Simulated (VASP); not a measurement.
Input:

```xyz
3
Lattice="2.1327 -3.6939 0.0000 2.1327 3.6939 0.0000 0.0000 0.0000 8.5039" Properties=species:S:1:pos:R:3 pbc="T T T"
Cd     4.2654     0.0000     0.0000
I      2.1327     1.2313     1.6991
I      2.1327    -1.2313     6.8048
```

Level of theory: AM05 GGA, VASP's PBE PAW potentials (set 64) (plane waves; VASP). Run with 520 eV cut-off, Gaussian smearing of 0.050 eV, potentials Cd I.

Without a dispersion term in the relaxation, distances and binding between the weakly bound layers, chains or molecules are unreliable, and so is what depends on them. Unless said otherwise, spin-orbit coupling is left out, though it shifts the bands of the heavy elements here.

**Question.** Give the energies of bands 8 to 16 at the high-symmetry points, in eV from the valence-band maximum.

**Answer.** 
```tsv
band	Γ	M	K	A	L	H
8	-3.30	-3.80	-3.69	-3.21	-3.80	-3.68
9	-0.65	-2.84	-2.29	-0.90	-2.87	-2.33
10	-0.29	-1.51	-2.29	-0.30	-1.43	-2.33
11	-0.29	-1.36	-1.98	-0.30	-1.35	-2.00
12	-0.02	-0.42	-0.59	-0.01	-0.42	-0.51
13	-0.02	-0.18	-0.59	-0.01	-0.20	-0.51
14	2.73	2.53	3.12	3.10	2.48	3.22
15	4.51	5.12	6.50	4.48	5.15	5.99
16	6.26	6.35	6.50	6.24	6.15	5.99
```

The gap is indirect, 2.48 eV, from the valence maximum at Γ-M at 0.22 to the conduction minimum at L.

The compound is CdI2 in the 1T layered structure. It was relaxed first, which changed the volume by +25 %.
